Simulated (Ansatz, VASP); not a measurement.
# Be (Beryllium) in two plane-wave programs, part 2 of 2

Wanted: the spread between two codes on one cell, functional and k mesh. The cell is taken from a series of runs on this material, whose earlier steps may have relaxed, scaled, displaced or heated it; both programs get it as it stands.

VASP 6.6.1 and Ansatz 0.2.0.

So far: The structure; VASP: zone-centre phonons, LDA, pair 1; Ansatz: zone-centre phonons, LDA, pair 1; Differences; Ansatz: zone-centre phonons, LDA, pair 2.

## (6) VASP: zone-centre phonons, LDA, pair 2

Level of this step: LDA; plane waves and PAW (Be) (VASP).

The same cell, functional (in two slightly different forms), mesh and smearing now go to VASP, with its own data sets.

INCAR reads:

```
SYSTEM = Be
PREC = Accurate
ENCUT = 600
EDIFF = 1E-08
NELM = 120
ISMEAR = 1
SIGMA = 0.2
LREAL = .FALSE.
ALGO = Normal
GGA = PW92
NBANDS = 8
LORBIT = 11
LWAVE = .FALSE.
LCHARG = .FALSE.
ISIF = 2
IBRION = 8
LASPH = .TRUE.
GGA_COMPAT = .FALSE.
KPAR = 2
```

POSCAR reads:

```
Be
1.0
    2.2271170473      0.0000000000      0.0000000000
   -1.1135585236      1.9287399402      0.0000000000
    0.0000000000      0.0000000000      3.5465004726
Be
2
Direct
    0.3333333463      0.6666666797      0.2500000000
    0.6666666797      0.3333333463      0.7500000000
```

KPOINTS reads:

```
Automatic mesh
0
Gamma
24 24 12
0 0 0
```

Potentials, in the order of the species: Be (LDA family, release 64).

Run with:

```console
> mpirun -np 2 vasp_std
```

Numbers of over 12 decimals in the logs are rounded to 6 here.

Log:

```text
[banner, memory and clock lines left out]
running    2 mpi-ranks, on    1 nodes
[...]
[... a notice as in an earlier step ...]

 LDA part: xc-table for (Slater(with rela. corr.)+PW92), standard interpolation
 POSCAR, INCAR and KPOINTS ok, starting setup
[...]
entering main loop
       N       E                     dE             d eps       ncg     rms          rms(c)
DAV:   1    -0.424124386658E+01   -0.42412E+01   -0.19666E+03  6928   0.461E+02
DAV:   2    -0.845078494897E+01   -0.42095E+01   -0.41236E+01 10832   0.463E+01
DAV:   3    -0.846459030543E+01   -0.13805E-01   -0.13795E-01  7160   0.269E+00
DAV:   4    -0.846459367198E+01   -0.33666E-05   -0.33670E-05  9672   0.484E-02
[...]
DAV:   8    -0.840956632942E+01    0.90584E-05   -0.72658E-06  7264   0.268E-02    0.521E-03
DAV:   9    -0.840956531910E+01    0.10103E-05   -0.53534E-07  9296   0.635E-03    0.485E-04
DAV:  10    -0.840956531033E+01    0.87753E-08   -0.18523E-09  6184   0.400E-04
   1 F= -.84095653E+01 E0= -.84093888E+01  d E =-.529478E-03
[...]
RMM:   7    -0.725183017440E-02    0.47125E-08   -0.20261E-09 51304   0.401E-06    0.187E-06
 first order change of Fermi-energy  -0.21177E-04
 force on displaced ion       1 direction 1 :  -3.643   0.000   0.000
 Linear response progress:
  Degree of freedom:   2/  2
       N       E                     dE             d eps       ncg     rms          rms(c)
RMM:   1    -0.203073388595E-01   -0.20307E-01    0.99105E-03 24422   0.688E-01
RMM:   2    -0.165764455910E-01    0.37309E-02   -0.19745E-03 16092   0.789E-02    0.114E-01
RMM:   3    -0.156196416786E-01    0.95680E-03    0.63339E-04 15962   0.947E-02    0.422E-02
RMM:   4    -0.158219367776E-01   -0.20230E-03    0.16672E-04 16262   0.535E-02    0.410E-03
RMM:   5    -0.158544508038E-01   -0.32514E-04   -0.27539E-05 16974   0.340E-03    0.673E-04
RMM:   6    -0.158528933127E-01    0.15575E-05   -0.49287E-06 16704   0.520E-04    0.835E-05
RMM:   7    -0.158523315822E-01    0.56173E-06   -0.80677E-07 17289   0.348E-05    0.122E-05
RMM:   8    -0.158522664754E-01    0.65107E-07   -0.67297E-08 17230   0.718E-06    0.870E-07
RMM:   9    -0.158522596259E-01    0.68495E-08   -0.17416E-08 12407   0.571E-07    0.206E-07
 first order change of Fermi-energy   0.47880E-05
 force on displaced ion       1 direction 3 :  -0.000   0.000  -8.015
 Linear response finished
```

From OUTCAR (step 6):

```text
  Total        0.0368730      0.0368730     -0.3363736      0.0000000     -0.0000000      0.0000000
  in kB        3.8779465      3.8779465    -35.3765730      0.0000000     -0.0000000      0.0000000
  external PRESSURE =      -9.2068933 kB  Pullay stress =       0.0000000 kB

 POSITION                                       TOTAL-FORCE (eV/Angst)
 -----------------------------------------------------------------------------------
      0.00000      1.28583      0.88663         0.000000     -0.000000      0.000000
      1.11356      0.64291      2.65988        -0.000000      0.000000      0.000000
 -----------------------------------------------------------------------------------
    total drift:                                0.000000      0.000000     -0.000000

[... 1 part as in an earlier step ...]

[... 1 further part left out ...]
```

## (7) Side by side

Compared:

| quantity | Ansatz | VASP | difference |
| --- | --- | --- | --- |
| optical mode 1 to 2 (cm⁻¹) | 469.0 | 468.9 | +0.03 % |
| optical mode 3 (cm⁻¹) | 692.6 | 695.4 | -0.41 % |

Modes are paired by rising frequency, not by their patterns, so a pair may set unlike modes beside each other; they are those without the splitting of longitudinal modes.

## (8) Ansatz: zone-centre phonons, LDA, pair 3

Second derivatives magnify differences that forces hide, and they need a tight electronic threshold. The cell compared in this pair holds 15.38 Å³, against 15.23 Å³ for the pair before.

The cell is taken from a series of runs on this material, whose earlier steps may have relaxed, scaled, displaced or heated it; both programs get it as it stands.

input.yaml reads:

```yaml
crystal:
  lattice:
    - [2.2501031889, 0.0, 0.0]
    - [-1.1250515944, 1.9486465227, 0.0]
    - [0.0, 0.0, 3.5085166639]
  atoms:
    - { symbol: Be, position: [0.3333333333, 0.6666666667, 0.25] }
    - { symbol: Be, position: [0.6666666667, 0.3333333333, 0.75] }
kpoints:
  mp_grid: { grid: [24, 24, 12] }
hamiltonian:
  xc: lda
  pseudopotentials: { kind: paw, azcp: { folder: soft_1 }, xc_functional: pbe }
scf:
  occupations: { method: methfessel_paxton, width: 0.2 }
output:
  eigenvalues: true
phonons:
  method: dfpt
```

Run with:

```console
> ansatz run input.yaml --threads 4 --pin off --max-ram 10240MiB --backend cpu --events-out ev --progress --plain --runs-dir out
```

Log:

```text
[...]
Crystal: 2 atoms, lattice volume = 15.384 Å³
Basis set: ecut = 420 eV, 299 PW (Γ), exchange–correlation on 32×32×48 points (8 copies of the dense FFT grid, shifted against one another)
Bands: 6, of which v1, the nominal top of the filled ones, is band 2 counted from 1 (1 counted from 0)
Symmetry: 24 space group operations
k-points: 1099 of 6912 (irreducible under 4 space group operations, time reversal used)
[...]
--- Band table (eV; the first three rows and the last of 1099) ---
[...]
ASR residual: 2.828e-5 → 0.000e0 eV/Å²; symmetrization residual: 1.439e-11 eV/Å²
  ASR residual per site (eV/Å²): 2.83e-5 2.83e-5
  Γ frequencies (cm⁻¹): 0.00 0.00 0.00 476.84 476.84 708.86
[...]
[key lines of the parts left out:]
SCF converged after 6 iterations
Free energy (F): -176.464417 eV
Fermi energy:    8.111529 eV
```

## (9) VASP: zone-centre phonons, LDA, pair 3

The same cell, functional (in two slightly different forms), mesh and smearing now go to VASP, with its own data sets.

INCAR is that of step 6.

POSCAR reads:

```
Be
1.0
    2.2501031889      0.0000000000      0.0000000000
   -1.1250515944      1.9486465227      0.0000000000
    0.0000000000      0.0000000000      3.5085166639
Be
2
Direct
    0.3333333334      0.6666666668      0.2500000000
    0.6666666668      0.3333333334      0.7500000000
```

KPOINTS is that of step 6.

Run with:

```console
> mpirun -np 2 vasp_std
```

Log:

```text
[... set-up lines as in an earlier step ...]
 entering main loop
       N       E                     dE             d eps       ncg     rms          rms(c)
DAV:   1    -0.441603692149E+01   -0.44160E+01   -0.19457E+03  6912   0.460E+02
DAV:   2    -0.845009241660E+01   -0.40341E+01   -0.39122E+01 10976   0.447E+01
DAV:   3    -0.846303749885E+01   -0.12945E-01   -0.12938E-01  7136   0.261E+00
DAV:   4    -0.846304057114E+01   -0.30723E-05   -0.30720E-05  9928   0.478E-02
[...]
DAV:   8    -0.840848793833E+01    0.79876E-05   -0.81927E-06  7152   0.285E-02    0.523E-03
DAV:   9    -0.840848692665E+01    0.10117E-05   -0.55700E-07  9480   0.641E-03    0.494E-04
DAV:  10    -0.840848691729E+01    0.93627E-08   -0.16729E-09  6192   0.381E-04
   1 F= -.84084869E+01 E0= -.84083888E+01  d E =-.294334E-03
 Linear response reoptimize wavefunctions to high precision
DAV:   1    -0.840848691643E+01    0.86219E-09   -0.30477E-10  7584   0.145E-04
DAV:   2    -0.840848691643E+01   -0.99476E-13   -0.87243E-13  3496   0.741E-06
 Linear response DOF=           2
 Linear response progress:
[...]
RMM:   7    -0.718068688844E-02    0.27998E-08    0.17180E-10 49933   0.415E-06    0.148E-06
 first order change of Fermi-energy   0.17404E-05
 force on displaced ion       1 direction 1 :  -3.767   0.000   0.000
 Linear response progress:
  Degree of freedom:   2/  2
       N       E                     dE             d eps       ncg     rms          rms(c)
RMM:   1    -0.194489772205E-01   -0.19449E-01    0.11954E-02 24433   0.675E-01
RMM:   2    -0.163043100435E-01    0.31447E-02   -0.19831E-03 16093   0.774E-02    0.113E-01
RMM:   3    -0.153818722811E-01    0.92244E-03    0.62828E-04 15973   0.923E-02    0.425E-02
RMM:   4    -0.155857455357E-01   -0.20387E-03    0.17297E-04 16299   0.532E-02    0.407E-03
RMM:   5    -0.156190439374E-01   -0.33298E-04   -0.26862E-05 17035   0.334E-03    0.673E-04
RMM:   6    -0.156175895935E-01    0.14543E-05   -0.47521E-06 16757   0.521E-04    0.822E-05
RMM:   7    -0.156170355994E-01    0.55399E-06   -0.71998E-07 17383   0.351E-05    0.115E-05
RMM:   8    -0.156169812519E-01    0.54348E-07   -0.57026E-08 17353   0.679E-06    0.885E-07
RMM:   9    -0.156169753396E-01    0.59123E-08   -0.13748E-08 12456   0.556E-07    0.178E-07
 first order change of Fermi-energy   0.13101E-04
 force on displaced ion       1 direction 3 :   0.000  -0.000  -8.393
 Linear response finished
```

OUTCAR, selected parts (step 9):

```text
  Total       -0.2927042     -0.2927042      0.0365354     -0.0000000     -0.0000000      0.0000000
  in kB      -30.4845976    -30.4845976      3.8050895     -0.0000000     -0.0000000      0.0000000
  external PRESSURE =     -19.0547019 kB  Pullay stress =       0.0000000 kB

 POSITION                                       TOTAL-FORCE (eV/Angst)
 -----------------------------------------------------------------------------------
      0.00000      1.29910      0.87713        -0.000000     -0.000000      0.000000
      1.12505      0.64955      2.63139         0.000000      0.000000      0.000000
 -----------------------------------------------------------------------------------
    total drift:                               -0.000000     -0.000000     -0.000000

[... 1 part as in an earlier step ...]

[... 1 further part left out ...]
```

## (10) Differences

The two programs side by side:

| quantity | Ansatz | VASP | difference |
| --- | --- | --- | --- |
| optical mode 1 to 2 (cm⁻¹) | 476.8 | 476.8 | +0.01 % |
| optical mode 3 (cm⁻¹) | 708.9 | 711.6 | -0.39 % |

Modes are paired by rising frequency, not by their patterns, so a pair may set unlike modes beside each other; they are those without the splitting of longitudinal modes.

## (11) Outcome

```json
{
  "r.m.s. difference of the optical zone-centre modes, each program's sorted by frequency (zone-centre phonons, LDA, pair 1)": "1.7 cm⁻¹",
  "r.m.s. difference of the optical zone-centre modes, each program's sorted by frequency (zone-centre phonons, LDA, pair 2)": "1.7 cm⁻¹",
  "r.m.s. difference of the optical zone-centre modes, each program's sorted by frequency (zone-centre phonons, LDA, pair 3)": "1.6 cm⁻¹"
}
```

In words: The r.m.s. difference of the optical zone-centre modes, each program's sorted by frequency is 1.7 cm⁻¹ (zone-centre phonons, LDA, pair 1). Such differences can come from data sets, numerical settings and the points named under the comparisons, not from the functional's error against experiment.

[Lines on the potential files, build, host, timing and source positions are cut from VASP's logs without a mark.]

[Logs are printed without paths, hosts, clocks, repeated set-up lines and the standing remarks that a program may print on its own settings, such as how far it seeks lower states.]

[Hosts, paths, dates, database ids (printed as entryN), source tags and the programs' standing remarks are cut or masked in the printed files.]
